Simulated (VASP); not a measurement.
Level of theory: PBE GGA, VASP's PBE PAW potentials (set 64) (plane waves; VASP).

VASP input:

File POSCAR:
```
Nb
1
   -1.5549398595     1.5549398595     1.5549398595
    1.5549398595    -1.5549398595     1.5549398595
    1.5549398595     1.5549398595    -1.5549398595
Nb
1
Direct
  1.0000000000   1.0000000000   1.0000000000
```

### KPOINTS
```
kpoints
0
G
  16 16 16
```

**INCAR**
```
EDIFFG = -0.02
ISMEAR = 1   # Methfessel-Paxton
LCHARG = .FALSE.
NSW = 40   # most ionic steps
LMAXMIX = 4
ISIF = 3   # ions, shape and volume
EDIFF = 1E-6   # SCF stop (eV)
LREAL = .FALSE.   # projection in real space or not
LWAVE = .FALSE.
LASPH = .TRUE.   # aspherical one-centre terms
SIGMA = 0.1
NELM = 100   # most electronic steps
SYSTEM = Nb
ENCUT = 500   # plane-wave cut-off (eV)
PREC = Accurate
GGA = PE   # PBE
ALGO = Normal
IBRION = 2
PSTRESS = 450
```

POTCAR, in this order: Nb_sv (PBE.64 set). Program: vasp_std.

Output of the run:

### OSZICAR
```
       N       E                     dE             d eps       ncg     rms          rms(c)
DAV:   1     0.114711568172E+03    0.11471E+03   -0.75243E+03  2940   0.129E+03
DAV:   2    -0.509494740131E+01   -0.11981E+03   -0.11660E+03  3112   0.445E+02
DAV:   3    -0.989035758968E+01   -0.47954E+01   -0.45038E+01  4408   0.763E+01
DAV:   4    -0.100969044375E+02   -0.20655E+00   -0.19790E+00  3976   0.136E+01
DAV:   5    -0.101047962051E+02   -0.78918E-02   -0.78896E-02  4394   0.225E+00    0.950E+00
DAV:   6    -0.985684363398E+01    0.24795E+00   -0.52264E-01  4488   0.104E+01    0.372E+00
DAV:   7    -0.983729841410E+01    0.19545E-01   -0.19384E-01  4458   0.632E+00    0.969E-01
DAV:   8    -0.984559316846E+01   -0.82948E-02   -0.16021E-02  3472   0.199E+00    0.529E-02
DAV:   9    -0.984568532517E+01   -0.92157E-04   -0.15277E-03  4518   0.326E-01    0.689E-02
DAV:  10    -0.984570838058E+01   -0.23055E-04   -0.52494E-05  3590   0.102E-01    0.365E-02
DAV:  11    -0.984569326878E+01    0.15112E-04   -0.15799E-05  3322   0.822E-02    0.741E-03
DAV:  12    -0.984569338150E+01   -0.11272E-06   -0.29472E-07  1746   0.731E-03
   1 F= -.56218995E+01 E0= -.56220009E+01  d E =-.562190E+01
```

File OUTCAR:
```
------------------------ aborting loop because EDIFF is reached ----------------------------------------
  FORCE on cell =-STRESS in cart. coord.  units (eV):
  Direction    XX          YY          ZZ          XY          YZ          ZX
  --------------------------------------------------------------------------------------
  Total        4.2145914      4.2145914      4.2145914      0.0000000      0.0000000     -0.0000000
  in kB      449.0195779    449.0195779    449.0195779      0.0000000      0.0000000     -0.0000000
  external PRESSURE =      -0.9804221 kB  Pullay stress =     450.0000000 kB
  volume of cell :       15.04
      direct lattice vectors                 reciprocal lattice vectors
    -1.554939859  1.554939859  1.554939859     0.000000000  0.321555845  0.321555845
     1.554939859 -1.554939859  1.554939859     0.321555845  0.000000000  0.321555845
     1.554939859  1.554939859 -1.554939859     0.321555845  0.321555845  0.000000000
 POSITION                                       TOTAL-FORCE (eV/Angst)
 -----------------------------------------------------------------------------------
      0.00000      0.00000      0.00000        -0.000000      0.000000     -0.000000
 -----------------------------------------------------------------------------------
    total drift:                                0.000000     -0.000000      0.000000
  FREE ENERGIE OF THE ION-ELECTRON SYSTEM (eV)
  ---------------------------------------------------
  free  energy   TOTEN  =        -9.8456933815 eV

  energy  without entropy=       -9.8459974784  energy(sigma->0) =       -9.84579475
  enthalpy is  TOTEN    =        -5.6218995454 eV   P V=        4.2237938361

 reached required accuracy - stopping structural energy minimisation
```
(Selected blocks of OUTCAR.)

The compound is Nb in the bcc structure. It was relaxed first under an external pressure of 45 GPa.
